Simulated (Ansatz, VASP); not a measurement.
# Be2CdS2 in VASP and in Ansatz

```
Be Cd S
1.0
     1.53629  -10.75183    0.00000
     1.53629   10.75183    0.00000
     0.00000    0.00000    3.07100
Be Cd S
2 1 2
Cartesian
  1.5363 -7.5753 0.0000
  1.5363 7.5753 0.0000
  1.5363 0.0000 1.5355
  1.5363 -3.2276 1.5355
  1.5363 3.2276 1.5355
```

Change from the starting cell: species swapped into the AlCr2B2 type (Cmmm, No. 65).

Alike in both runs: functional PBE; k mesh 6 × 6 × 6; occupations gaussian, width 0.1 eV; no spin polarisation.

Ansatz relaxed the structure, and its values are those at the end. VASP's run is a single point on that final structure, the one shown.

|  | VASP | Ansatz |
| --- | --- | --- |
| version | VASP 6.6.1 | Ansatz 0.2.0 |
| potentials or method | VASP PAW PBE potentials, release 64 (Be, Cd, S) | scalar-relativistic, plane waves, PAW |
| plane-wave cutoff (eV) | 520 | 420 |
| valence electrons in the cell | 28 | 36 |

|  | VASP | Ansatz | Ansatz less VASP |
| --- | --- | --- | --- |
| gap on the k mesh at the Fermi level (eV) | none | none | - |
| pressure (GPa) | 0.0 | 0.0 | -0.03 |

A gap of «none» marks a metal or a gap that the smearing closes. The functional is the same, so the differences come from potentials, cutoffs and numerics. The two sets of potentials don't hold the same shells in valence.
